A band gap at one wave vector is the distance between the highest filled level and the lowest empty level there, called "level under 1" and "level over 1" in the table. The levels come from a PBE calculation of bulk Bi₂Se₃ without spin-orbit coupling, with zero energy at the top of the filled levels. The three coordinates of each point say how the phase of the electron wave changes from cell to cell. Point 1 is the zone centre Γ, where that phase is the same in every cell.

Kohn–Sham levels of bulk Bi₂Se₃ (R-3m, 5-atom cell, fixed given geometry) from VASP 6.6.1 with PBE and PAW potentials (Bi_d, Se), without spin polarisation or spin-orbit coupling. The cutoff is 520 eV, the k mesh 8×8×8 and the Fermi–Dirac smearing 0.05 eV. Levels are numbered outward from the gap at each point, with zero energy at the valence top on the mesh.

| point a (reciprocal cell vector) | point b (reciprocal cell vector) | point c (reciprocal cell vector) | level point (row) | level under 4 (eV) | level under 3 (eV) | level under 2 (eV) | level under 1 (eV) | level over 1 (eV) | level over 2 (eV) |
| --- | --- | --- | --- | --- | --- | --- | --- | --- | --- |
| 0.0000 | 0.0000 | 0.0000 | 1 | -1.872 | -1.217 | -1.217 | 0.000 | 0.213 | 1.393 |
| 0.1250 | 0.0000 | 0.0000 | 2 | -1.365 | -1.349 | -0.984 | -0.716 | 1.125 | 1.780 |
| 0.5000 | 0.0000 | 0.0000 | 3 | -2.996 | -2.153 | -1.243 | -0.559 | 0.836 | 1.924 |
| -0.1250 | 0.1250 | 0.0000 | 4 | -2.240 | -0.958 | -0.606 | -0.496 | 1.173 | 1.457 |
| 0.5000 | 0.5000 | 0.0000 | 5 | -1.892 | -1.885 | -1.645 | -1.008 | 1.339 | 1.950 |
| -0.1250 | 0.1250 | 0.1250 | 6 | -1.688 | -1.395 | -1.373 | -0.778 | 1.480 | 2.029 |
| 0.2500 | 0.2500 | 0.2500 | 7 | -1.739 | -1.288 | -1.288 | -0.271 | 0.471 | 1.524 |

On this mesh both band edges lie at Γ, only 0.213 eV apart, and at every other point listed the gap is wider. Two short moves away from Γ show why. Point 7 lies halfway from Γ to the zone boundary along the stacking axis, and point 2 lies one mesh step away, almost in the plane of the layers.

**Along the stack: how the layers face each other**

The crystal is a stack of blocks, each five atomic layers thick, with selenium on both outer faces and a wider gap between blocks. Each block has an inversion centre in its middle. Without spin-orbit coupling, the filled edge at Γ is known to be mainly Se pz and odd under inversion, while the empty edge is mainly Bi pz and even. Here pz is the p orbital that points along the stack.

These symmetries fix how the lobes meet across the gap. In the odd state, the pz orbitals on the two faces of a block point the same way, so with neighbouring blocks in phase a plus lobe faces a minus lobe. That contact is antibonding and raises the filled edge at Γ. The even state reaches the faces through its smaller selenium share. There the pz orbitals point opposite ways, like signs meet, and the bonding contact lowers the empty edge.

Moving along the stacking axis changes the phase between blocks and weakens both effects. The filled edge should therefore fall and the empty edge rise, and by point 7 they have done so by 0.271 and 0.258 eV. Theory adds a second push: between Γ and the zone boundary on this axis, inversion no longer keeps the two states from mixing, and mixing drives them further apart. The two shifts contain both contributions.

The equal pair of filled levels below the edge serves as a comparison. On the threefold axis such a pair must be px,py-like, with lobes that lie in the plane and reach less far into the gap between blocks. It falls by just 0.071 eV between points 1 and 7, about a quarter of the fall of the filled edge. That fits a coupling carried mainly by the pz lobes, which reach into the gap from both sides.

**In the plane: mixing through the Bi–Se bonds**

A simple estimate tests whether direction matters. Suppose the gap opened equally fast in all directions, in proportion to the squared distance from Γ. Point 7, where it has opened by 0.529 eV, then predicts the opening at point 2, whose squared distance is 1.80 times as large:

0.529 eV × 1.80 ≈ 0.95 eV

The calculation gives 1.628 eV, about 1.7 times the estimate. Averaged over these two moves, the in-plane direction is thus the steeper one, but the stacking direction is far from flat. The likely reason for the steeper opening is the bonding inside a block. At Γ the threefold symmetry keeps pz apart from px and py; off the axis they can mix through the short Bi–Se bonds, and filled and empty levels repel each other.

**Why the edges do not keep parting**

Farther out, the gap does not simply grow with distance. At point 4 the filled edge is 0.22 eV higher than at point 2, although point 4 is farther from Γ. The columns rank levels by energy at each point and do not follow one band. At point 4 the two highest filled levels are only 0.11 eV apart, so a different band may well have taken over the edge.

Points 3 and 5, known as L and F, show that the stacking still matters at the zone boundary. Adding (½, ½, ½) to L gives a point equivalent to F, so the two differ only by a reversal of the phase between neighbouring blocks. That reversal takes the gap from 1.395 eV at L to 2.347 eV at F. How large the change is depends on the block spacing, which this run took as given and did not relax.

**What to do about it**

Do not use 0.213 eV as a design value, even if it resembles a measured gap. Spin-orbit coupling in bismuth is strong enough to reverse the order of the two edges at Γ, which makes Bi₂Se₃ a topological insulator with conducting surface states. Include it before judging the gap or the surface conduction, and remember that PBE has its own error in band gaps, which spin-orbit coupling does not remove. Use a much finer mesh around Γ as well, because a single in-plane step here already opens the gap by more than 1 eV. The printed output below lists the distances and shifts behind these comparisons.

Printed output of the fit:

```
Distance from the zone centre and movement of the edges:
     row  in-plane distance (1/A)  distance along stack (1/A)  direct gap (eV)  fall of filled edge (eV)  rise of empty edge (eV)
     0.0                        0                           0            0.213                         0                        0
   0.125                   0.2189                     0.02743            1.841                     0.716                    0.912
     0.5                   0.8758                      0.1097            1.395                     0.559                    0.623
  -0.125                   0.3792                           0            1.669                     0.496                     0.96
     0.5                   0.8758                      0.2194            2.347                     1.008                    1.126
  -0.125                   0.4379                     0.02743            2.258                     0.778                    1.267
    0.25                        0                      0.1646            0.742                     0.271                    0.258
Spacings of the filled levels:
     row  first to second (eV)  second to third (eV)  third to fourth (eV)
     0.0                 1.217                     0                 0.655
   0.125                 0.268                 0.365                 0.016
     0.5                 0.684                  0.91                 0.843
  -0.125                  0.11                 0.352                 1.282
     0.5                 0.637                  0.24                 0.007
  -0.125                 0.595                 0.022                 0.293
    0.25                 1.017                     0                 0.451
Fall of the equal pair from point 1 to point 7 (eV): 0.071
Fall of the filled edge over fall of the pair (ratio): 3.817
Rise of the fourth filled level from point 1 to point 7 (eV): 0.133
Rise of the second empty level from point 1 to point 7 (eV): 0.131
Filled edge at L above that at F (eV): 0.449
Empty edge at F above that at L (eV): 0.503
Direct gap at F less that at L (eV): 0.952
Gap opening from point 1 to point 2 (eV): 1.628
Gap opening from point 1 to point 7 (eV): 0.529
Opening per squared distance at point 2 over that at point 7 (ratio): 1.712
Filled edge at point 4 above that at point 2 (eV): 0.22
Empty edge at L below that at point 2 (eV): 0.289
```
